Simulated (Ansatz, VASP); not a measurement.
# Cross-check of Zn (Zinc) between VASP and Ansatz

Aim: how closely do two programs agree when they are given the same cell, functional and k mesh? The cell is taken from a series of runs on this material, whose earlier steps may have relaxed, scaled, displaced or heated it; both programs get it as it stands.

Program: Ansatz 0.2.0. Level of theory: plane waves, with VASP 6.6.1 beside it; zone-centre phonons at LDA. Results are calculated unless marked as measured.

**1. The starting structure**

Symmetry: P6_3/mmc, No. 194, hexagonal system. Conventional cell: a = 2.559 Å, b = 2.559 Å, c = 4.803 Å, α = 90.00°, β = 90.00°, γ = 120.00°. Nearest to Zn lie 12 Zn at 2.56 to 2.82 Å.

Coordinates:

```xyz
2
Lattice="2.5593 0.0000 0.0000 -1.2797 2.2165 0.0000 0.0000 0.0000 4.8035" Properties=species:S:1:pos:R:3 pbc="T T T"
Zn    0.0000    1.4776    1.2009
Zn    1.2797    0.7388    3.6026
```

**2. VASP: zone-centre phonons, LDA**

Second derivatives magnify differences that forces hide, and they need a tight electronic threshold.

Lines of VASP's logs that name or quote its potential files are left out, and so is its time.

INCAR

```
SYSTEM = Zn
PREC = Accurate
ENCUT = 500
EDIFF = 1E-08
NELM = 120
ISMEAR = 1
SIGMA = 0.2
LREAL = .FALSE.
ALGO = Normal
GGA = CA
NBANDS = 18
LORBIT = 11
LWAVE = .FALSE.
LCHARG = .FALSE.
ISIF = 2
IBRION = 8
LASPH = .TRUE.
GGA_COMPAT = .FALSE.
KPAR = 2
```

POSCAR

```
Zn
1.0
    2.5593386909      0.0000000000      0.0000000000
   -1.2796693454      2.2164523232      0.0000000000
    0.0000000000      0.0000000000      4.8034676193
Zn
2
Direct
    0.3333333333      0.6666666667      0.2500000000
    0.6666666667      0.3333333333      0.7500000000
```

KPOINTS

```
Automatic mesh
0
Gamma
24 24 12
0 0 0
```

PAW data sets: Zn (LDA family, release 64).

Command:

```bash
> mpirun -np 2 vasp_std
```

Numbers of over 12 decimals in the logs are rounded to 6 here.

The log of the run:

```text
[banner, memory and clock lines left out]
running    2 mpi-ranks, on    1 nodes
 distrk:  each k-point on    1 cores,    2 groups
 distr:  one band on    1 cores,    1 groups

 POSCAR found type information on POSCAR Zn
 POSCAR found :  1 types and       2 ions
 LDA part: xc-table for (Slater(with rela. corr.)+CA(PZ))
 , standard interpolation
 POSCAR, INCAR and KPOINTS ok, starting setup
 FFT: planning ... GRIDC
 FFT: planning ... GRID_SOFT
 FFT: planning ... GRID
 WAVECAR not read
 entering main loop
       N       E                     dE             d eps       ncg     rms          rms(c)
DAV:   1     0.103926549669E+03    0.10393E+03   -0.12276E+04 16076   0.213E+03
DAV:   2     0.122354170257E-01   -0.10391E+03   -0.10116E+03 15432   0.296E+02
DAV:   3    -0.405970709866E+01   -0.40719E+01   -0.40572E+01 17208   0.673E+01
DAV:   4    -0.408031132488E+01   -0.20604E-01   -0.20599E-01 16912   0.481E+00
DAV:   5    -0.408033817814E+01   -0.26853E-04   -0.26853E-04 16754   0.156E-01    0.517E+00
DAV:   6    -0.378677264422E+01    0.29357E+00   -0.11304E+00 16596   0.238E+01    0.362E+00
DAV:   7    -0.376426803289E+01    0.22505E-01   -0.46702E-02 19594   0.387E+00    0.181E+00
DAV:   8    -0.375421251796E+01    0.10056E-01   -0.31957E-03 20996   0.814E-01    0.552E-02
DAV:   9    -0.375417817531E+01    0.34343E-04   -0.29538E-04 19726   0.210E-01    0.301E-02
DAV:  10    -0.375418134994E+01   -0.31746E-05   -0.19947E-05 16452   0.404E-02    0.259E-03
DAV:  11    -0.375418132610E+01    0.23837E-07   -0.69277E-07 17002   0.108E-02    0.213E-03
DAV:  12    -0.375418133411E+01   -0.80086E-08   -0.16124E-08 13110   0.165E-03
   1 F= -.37541813E+01 E0= -.37541961E+01  d E =0.442531E-04
 Linear response reoptimize wavefunctions to high precision
DAV:   1    -0.375418132622E+01    0.78921E-08   -0.37913E-08 16290   0.405E-03
DAV:   2    -0.375418132628E+01   -0.64574E-10   -0.59824E-10  9538   0.227E-04
 Linear response DOF=           2
 Linear response progress:
  Degree of freedom:   1/  2
       N       E                     dE             d eps       ncg     rms          rms(c)
RMM:   1    -0.200741183608E+00   -0.20074E+00   -0.12794E-03 98889   0.188E+00
RMM:   2    -0.200465062788E+00    0.27612E-03   -0.89785E-04106590   0.319E-01    0.531E-02
RMM:   3    -0.200086093364E+00    0.37897E-03   -0.52997E-05129558   0.579E-02    0.297E-02
RMM:   4    -0.199715543690E+00    0.37055E-03   -0.46408E-05126464   0.528E-02    0.265E-03
RMM:   5    -0.199729148700E+00   -0.13605E-04   -0.68155E-07133658   0.539E-03    0.133E-03
RMM:   6    -0.199729410267E+00   -0.26157E-06   -0.49603E-08133710   0.137E-03    0.151E-04
RMM:   7    -0.199730153479E+00   -0.74321E-06   -0.53046E-09133501   0.390E-04    0.407E-05
RMM:   8    -0.199729646064E+00    0.50741E-06   -0.25503E-09135608   0.130E-04    0.607E-06
RMM:   9    -0.199729535334E+00    0.11073E-06   -0.22224E-09133310   0.700E-05    0.178E-06
RMM:  10    -0.199729552735E+00   -0.17401E-07   -0.22395E-09110292   0.529E-05    0.417E-07
RMM:  11    -0.199729558021E+00   -0.52857E-08   -0.22795E-09 88633   0.489E-05    0.205E-07
 first order change of Fermi-energy  -0.11076E-04
 force on displaced ion       1 direction 1 :  -0.656   0.000   0.000
 Linear response progress:
  Degree of freedom:   2/  2
       N       E                     dE             d eps       ncg     rms          rms(c)
RMM:   1    -0.226970772884E+00   -0.22697E+00   -0.61875E-03 33478   0.214E+00
RMM:   2    -0.223637365647E+00    0.33334E-02   -0.13363E-03 33681   0.556E-01    0.543E-02
RMM:   3    -0.223650147263E+00   -0.12782E-04   -0.12819E-04 42732   0.812E-02    0.314E-02
RMM:   4    -0.223587557981E+00    0.62589E-04   -0.58724E-05 42534   0.344E-02    0.454E-03
RMM:   5    -0.223585422534E+00    0.21354E-05   -0.15578E-05 44157   0.599E-03    0.149E-03
RMM:   6    -0.223588727855E+00   -0.33053E-05   -0.50443E-06 43968   0.177E-03    0.277E-04
RMM:   7    -0.223589287742E+00   -0.55989E-06   -0.16123E-06 42116   0.597E-04    0.745E-05
RMM:   8    -0.223588953914E+00    0.33383E-06   -0.51573E-07 40410   0.204E-04    0.370E-05
RMM:   9    -0.223588399880E+00    0.55403E-06   -0.21957E-07 44485   0.103E-04    0.530E-06
RMM:  10    -0.223588435178E+00   -0.35298E-07   -0.98307E-08 44108   0.598E-05    0.168E-06
RMM:  11    -0.223588423137E+00    0.12041E-07   -0.44612E-08 36206   0.504E-05    0.511E-07
RMM:  12    -0.223588422676E+00    0.46056E-09   -0.19439E-08 26041   0.475E-05    0.964E-08
 first order change of Fermi-energy   0.21982E-04
 force on displaced ion       1 direction 3 :   0.000  -0.000  -2.956
 Linear response finished
```

From OUTCAR (step 2):

```text
ion  position               nearest neighbor table
   1  0.333  0.667  0.250-   2 2.82   2 2.82   2 2.82   2 2.82   2 2.82   2 2.82
   2  0.667  0.333  0.750-   1 2.82   1 2.82   1 2.82   1 2.82   1 2.82   1 2.82

  LATTYP: Found a hexagonal cell.
 ALAT       =     2.5593386909
 C/A-ratio  =     1.8768393712

 Subroutine GETGRP returns: Found 24 space group operations
 (whereof 12 operations were pure point group operations)

The static configuration has the point symmetry D_3d.
 The point group associated with its full space group is D_6h.

 Found    427 irreducible k-points:

   k-points           NKPTS =    427   k-points in BZ     NKDIM =    427   number of bands    NBANDS=     18

   dimension x,y,z NGX =    20 NGY =   20 NGZ =   36
   dimension x,y,z NGXF=    40 NGYF=   40 NGZF=   72

   ENCUT  =  500.0 eV  36.75 Ry    6.06 a.u.   4.67  4.67  8.76*2*pi/ulx,y,z

   NELECT =      24.0000    total number of electrons

 k-points in reciprocal lattice and weights: Automatic mesh
   0.00000000  0.00000000  0.00000000       0.000
   0.04166667 -0.00000000  0.00000000       0.001
   0.08333333 -0.00000000  0.00000000       0.001
   0.12500000  0.00000000  0.00000000       0.001
   0.16666667 -0.00000000  0.00000000       0.001
   0.20833333 -0.00000000  0.00000000       0.001
   0.25000000  0.00000000  0.00000000       0.001
   0.29166667 -0.00000000  0.00000000       0.001
   0.33333333 -0.00000000  0.00000000       0.001
[...]
0.33333333  0.29166667  0.50000000       0.002
   0.33333333  0.33333333  0.50000000       0.000

 average (electrostatic) potential at core
       1 -37.4883       2 -37.4883

  Total        0.1532571      0.1532571      0.0851516      0.0000000     -0.0000000     -0.0000000
  in kB        9.0113563      9.0113563      5.0068246      0.0000000     -0.0000000     -0.0000000
  external PRESSURE =       7.6765124 kB  Pullay stress =       0.0000000 kB

  energy-cutoff  :      500.00
  volume of cell :       27.25
      direct lattice vectors                 reciprocal lattice vectors
     2.559338691  0.000000000  0.000000000     0.390725934  0.225585723  0.000000000
    -1.279669345  2.216452323  0.000000000     0.000000000  0.451171446  0.000000000
     0.000000000  0.000000000  4.803467619     0.000000000  0.000000000  0.208182938

 POSITION                                       TOTAL-FORCE (eV/Angst)
 -----------------------------------------------------------------------------------
     -0.00000      1.47763      1.20087        -0.000000      0.000000      0.000000
      1.27967      0.73882      3.60260         0.000000     -0.000000      0.000000
 -----------------------------------------------------------------------------------
    total drift:                               -0.000000      0.000000      0.000000

 Eigenvectors and eigenvalues of the dynamical matrix
 ----------------------------------------------------

   1 f  =    4.700379 THz    29.533350 2PiTHz  156.787755 cm-1    19.439195 meV
             X         Y         Z           dx          dy          dz
     -0.000000  1.477635  1.200867    -0.000000    0.000000   -0.707107
      1.279669  0.738817  3.602601     0.000000    0.000000    0.707107

   2 f  =    2.214468 THz    13.913911 2PiTHz   73.866693 cm-1     9.158299 meV
             X         Y         Z           dx          dy          dz
     -0.000000  1.477635  1.200867     0.537197    0.459804   -0.000000
      1.279669  0.738817  3.602601    -0.537197   -0.459804    0.000000

   3 f  =    2.214468 THz    13.913911 2PiTHz   73.866693 cm-1     9.158299 meV
             X         Y         Z           dx          dy          dz
     -0.000000  1.477635  1.200867    -0.459804    0.537197    0.000000
      1.279669  0.738817  3.602601     0.459804   -0.537197    0.000000

   4 f  =    0.000000 THz     0.000000 2PiTHz    0.000001 cm-1     0.000000 meV
             X         Y         Z           dx          dy          dz
     -0.000000  1.477635  1.200867    -0.705399    0.049117   -0.000000
      1.279669  0.738817  3.602601    -0.705399    0.049117    0.000000

   5 f  =    0.000000 THz     0.000000 2PiTHz    0.000000 cm-1     0.000000 meV
             X         Y         Z           dx          dy          dz
     -0.000000  1.477635  1.200867     0.000000   -0.000000    0.707107
      1.279669  0.738817  3.602601    -0.000000    0.000000    0.707107

   6 f/i=    0.000000 THz     0.000000 2PiTHz    0.000000 cm-1     0.000000 meV
             X         Y         Z           dx          dy          dz
     -0.000000  1.477635  1.200867    -0.049117   -0.705399   -0.000000
      1.279669  0.738817  3.602601    -0.049117   -0.705399    0.000000

 ELASTIC MODULI CONTR FROM IONIC RELAXATION (kBar)
 Direction    XX          YY          ZZ          XY          YZ          ZX
 --------------------------------------------------------------------------------
 XX          -1.0949      1.0949     -0.0000     -0.0000      0.0000      0.0000
 YY           1.0949     -1.0949      0.0000     -0.0000     -0.0000      0.0000
 ZZ          -0.0000      0.0000     -0.0000      0.0000      0.0000      0.0000
 XY          -0.0000     -0.0000      0.0000     -1.0949      0.0000      0.0000
 YZ           0.0000     -0.0000      0.0000      0.0000     -0.0000      0.0000
 ZX           0.0000      0.0000      0.0000      0.0000      0.0000      0.0000
 --------------------------------------------------------------------------------
```

**3. Ansatz: zone-centre phonons, LDA**

Ansatz runs on its default PAW (the set named soft_2) files.

The same cell, functional (in two slightly different forms), mesh and smearing now go to Ansatz, which takes its cutoff from its data sets.

input.yaml

```yaml
crystal:
  lattice:
    - [2.5593386909, 0.0, 0.0]
    - [-1.2796693454, 2.2164523232, 0.0]
    - [0.0, 0.0, 4.8034676193]
  atoms:
    - { symbol: Zn, position: [0.3333333333, 0.6666666667, 0.25] }
    - { symbol: Zn, position: [0.6666666667, 0.3333333333, 0.75] }
kpoints:
  mp_grid: { grid: [24, 24, 12] }
hamiltonian:
  xc: lda
scf:
  occupations: { method: methfessel_paxton, width: 0.2 }
output:
  eigenvalues: true
phonons:
  method: dfpt
```

Command:

```bash
> ansatz run input.yaml --threads 8 --pin off --max-ram 14336MiB --backend cpu --events-out ev --progress --plain --runs-dir out
```

The log of the run:

```text
zone centre: on kpoints.mp_grid the ground state, and the responses unless they are solved on pairs of k-points, stand on 1099 of the mesh's 6912 k-points, reduced under 4 symmetry operations, with k and −k counted as one. Each operation leaves every solved displacement unchanged or reverses it
Engine: ansatz 0.2.0, aarch64-unknown-linux-gnu
Pseudopotentials: kind: paw
Pseudopotential: Zn, paw, valence charge 12, recommended cutoff 420 eV (normal), Zn.paw.azcp
Functional definition: SPW92
  exchange = slater_x
  correlation = pw_c
Crystal: 2 atoms, lattice volume = 27.248 Å³
Basis set: ecut = 420 eV, 527 PW (Γ), exchange–correlation on 36×36×72 points (8 copies of the dense FFT grid, shifted against one another)
Bands: 16, of which v1, the nominal top of the filled ones, is band 12 counted from 1 (11 counted from 0)
Symmetry: 24 space group operations
k-points: 1099 of 6912 (irreducible under 4 space group operations, time reversal used)
Non-local potential: Zn, projectors of the file, l = 0: 2, l = 1: 2, l = 2: 3, l = 3: 1
PAW form: soft (Blöchl's): semilocal exchange-correlation on the pseudo side does not see the compensation charge
PAW frozen core: Zn, regenerated for the run's functional, and the local potential with it (the file was generated under x = pbe(κ = 0.804, μ = 0.219515), c = pbe(β = 0.066725))
PAW one-centre angular grid: Zn, 590 points (default); XC on 64 Gauss nodes
Initial density: superposition of atomic densities (neutral atoms: chi_scale 0, normalization atom), corrected by the library's trained network
Initial wavefunctions: pseudopotential atomic-orbital guess
Functional: x = slater, c = lda
SCF iter   1: F=—  HF=-6492.515914 eV  |F-HF|=—  |Δ(HF+E_count)|=         —  Δρ=6.26e-3  dr2=3.84e-3  ethr=1.77e-3  ⟨swp⟩=4.9  Hψ=82613  notcnv=0
preconditioner: auto → none  [metal: Δε(μ)=0.016 eV  Ē_g=13.883 eV  σ=0.200 eV  W_gap=0.07  n_scr=4 (ndim 8)  ℏωp=34.8 eV  f_vac=0.000  D(μ)=0.34/eV (n_scr^D=2)  sad-step TF]
SCF iter   2: F=—  HF=-6492.515416 eV  |F-HF|=—  |Δ(HF+E_count)|=   4.97e-4  S|Δr|=    0.00e0  Δρ=1.61e-3  dr2=4.08e-4  ethr=1.60e-5  ⟨swp⟩=2.0  Hψ=38332  notcnv=0
SCF iter   3: F=—  HF=-6492.515222 eV  |F-HF|=—  |Δ(HF+E_count)|=   1.94e-4  S|Δr|=    0.00e0  Δρ=1.40e-3  dr2=1.82e-4  ethr=1.70e-6  ⟨swp⟩=2.0  Hψ=30151  notcnv=0
SCF iter   4: F=—  HF=-6492.515208 eV  |F-HF|=—  |Δ(HF+E_count)|=   1.39e-5  S|Δr|=    0.00e0  Δρ=3.38e-4  dr2=1.12e-5  ethr=7.60e-7  ⟨swp⟩=1.0  Hψ=17578  notcnv=0
SCF iter   5: F=—  HF=-6492.515208 eV  |F-HF|=—  |Δ(HF+E_count)|=   5.79e-7  S|Δr|=    0.00e0  Δρ=5.03e-5  dr2=3.09e-7  ethr=4.67e-8  ⟨swp⟩=1.0  Hψ=17569  notcnv=0
SCF iter   6: F=—  HF=-6492.515208 eV  |F-HF|=—  |Δ(HF+E_count)|=   4.69e-7  S|Δr|=    0.00e0  Δρ=5.70e-6  dr2=3.58e-9  ethr=1.29e-9  ⟨swp⟩=1.5  Hψ=23130  notcnv=0
SCF iter   7: F=-6492.515208 eV  HF=-6492.515208 eV  |F-HF|=5.46e-12  |Δ(HF+E_count)|=   1.21e-9  S|Δr|=    0.00e0  Δρ=2.99e-7  dr2=9.78e-12  ethr=1.00e-12  ⟨swp⟩=4.8  Hψ=95584  notcnv=0
SCF 1 converged in 7 iterations: F = -6492.515208 eV  dr2 = 9.78e-12
  greatest PAW one-centre occupation: 0.981 electrons in one spin orbital (limit 2), on the Zn atom at site 1 (counted from 0), in its partial waves of l = 2
DFPT response loops at Γ: preconditioner auto → Kerker (q_TF=auto, 2.671 Å⁻¹) (partly filled bands, converged f_vac=0.000); β = 1.00, the filter's whole step (`scf.mixing.beta` (0.50) is not read by the response loops under this deck's `scf.mixing.preconditioner`; to damp them name `kerker` or `kerker_dos`, under which they read `scf.mixing.beta`, and type it under 1.00, their step now; both keys bind the ground state too); Broyden in place of MSR1
SCF converged after 7 iterations
Stability not checked: this state was not tested for a lower state beside it, because cold or Methfessel-Paxton smearing, or corrected tetrahedra, fill the levels in a way that the test cannot read (fill_not_monotonic; see scf.lower_state_search)
Free energy (F): -6492.515208 eV
Harris-Foulkes:  -6492.515208 eV  (|F-HF|=5.46e-12)
Internal energy: -6492.515272 eV  (E = F + TS)
E sigma→0 (E₀):  -6492.515224 eV
Entropy (-TS):   0.000064 eV (0.032 meV/atom)
Fermi energy:    12.362557 eV
--- Per-component energies (eV) ---
  E_band       = 120.834868
  E_kinetic    = 265.330371
  E_local      = -2939.699450  (includes V_loc(G=0)·N_el)
  E_nonlocal   = 1225.224564
  E_hartree    = 1231.774251
  E_xc         = -273.930640
  E_vxc        = -110.594557  (∫ρ·V_xc dr)
  E_paw        = -3504.691811  (= ΣΔE_a)
  E_vpaw       = -782.973806  (= ΣTr[D̂ρ^β])
  E_aug_tail   = -0.000734  (compensation charges beyond the density's cutoff)
  E_ewald      = -2499.636105
  E_core_change = 3.114283  (= ΣΔE_core)
  E_smearing   = 0.000064  (= −TS)
  E_closure    = 0.000000  (closes the sum)
  Σ components = -6492.515208   (vs F -6492.515208, Δ=0.00e0)
--- Band table (eV; the first three rows and the last of 1099) ---
  k-point 0: bands = [... 8 lower, 4.8330, 5.0772, 5.0772, 8.1505, 9.2548, 26.4339, 30.3442, 31.2960]
  k-point 1: bands = [... 8 lower, 4.8388, 5.0742, 5.0742, 7.4972, 10.0074, 25.5892, 31.1884, 31.3414]
  k-point 2: bands = [... 8 lower, 4.8552, 5.0654, 5.0654, 6.5907, 11.2160, 23.9703, 31.4761, 31.4761]
  k-point 1098: bands = [... 8 lower, 5.1364, 5.1364, 9.4826, 9.4826, 17.3439, 17.3439, 17.6056, 17.6056]
--- Phonons (Γ-DFPT): 2 representative perturbations + reference, on 1099 of 6912 k-points (Σ response iterations 7) ---
  k mesh reduced under 4 symmetry operations, with k and −k counted as one. Each operation leaves every solved displacement unchanged or reverses it
  ASR residual: 5.782e-5 → 0.000e0 eV/Å²; symmetrization residual: 2.329e-10 eV/Å²
  ASR residual per site (eV/Å²): 5.78e-5 5.78e-5
  Γ frequencies (cm⁻¹): 0.00 0.00 0.00 76.52 76.52 152.51
  non-analytic LO–TO correction: not included (Born effective charges unavailable; polar crystals: no LO–TO splitting at Γ)
```

**4. Side by side**

Known differences besides the potentials themselves: the two LDA forms differ slightly; the cutoff is 420 eV in Ansatz and 500 eV in VASP; VASP's log shows a relativistic correction to its local exchange, Ansatz's none. Total energies have different zeros and are not compared.

The two programs side by side:

| quantity | Ansatz | VASP | difference |
| --- | --- | --- | --- |
| optical mode 1 to 2 (cm⁻¹) | 76.5 | 73.9 | +3.59 % |
| optical mode 3 (cm⁻¹) | 152.5 | 156.8 | -2.73 % |

Modes are paired by rising frequency, not by their patterns, so a pair may set unlike modes beside each other; they are those without the splitting of longitudinal modes.

**5. What came out**

```
r.m.s. difference of the optical zone-centre modes, each program's sorted by frequency (zone-centre phonons, LDA) : 3.3 cm⁻¹
difference in optical mode 1 to 2 (zone-centre phonons, LDA)                                                      : +3.6 %
```

The r.m.s. difference of the optical zone-centre modes, each program's sorted by frequency is 3.3 cm⁻¹ (zone-centre phonons, LDA). Among the rows given in per cent, the largest difference of the zone-centre phonons, LDA pair is in optical mode 1 to 2, +3.6 %. How closely two codes agree says nothing of how well the functional describes the real material.

[Lines on the potential files, build, host, timing and source positions are cut from VASP's logs without a mark.]

[Logs are printed without paths, hosts, clocks, repeated set-up lines and the standing remarks that a program may print on its own settings, such as how far it seeks lower states.]

[Hosts, paths, dates, database ids (printed as entryN), source tags and the programs' standing remarks are cut or masked in the printed files.]
